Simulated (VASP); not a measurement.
All values below come from PBEsol GGA, VASP's PBE PAW potentials (set 64) (plane waves; VASP). Each cell was relaxed at this level.

Without a dispersion term in the relaxation, distances and binding between the weakly bound layers, chains or molecules are unreliable, and so is what depends on them.

Question: Which of these has an unstable (imaginary) mode at Γ?
(A) CeRh3, Pm-3m (221)
(B) WO3, Pm-3m (221)
(C) SiSe2, Ibam (72)
(D) Mg, P6_3/mmc (194)

Answer: B, WO3, Pm-3m (221). Its optical Γ-point modes are 250i (×3), 230 (×3), 583 (×3) cm⁻¹.
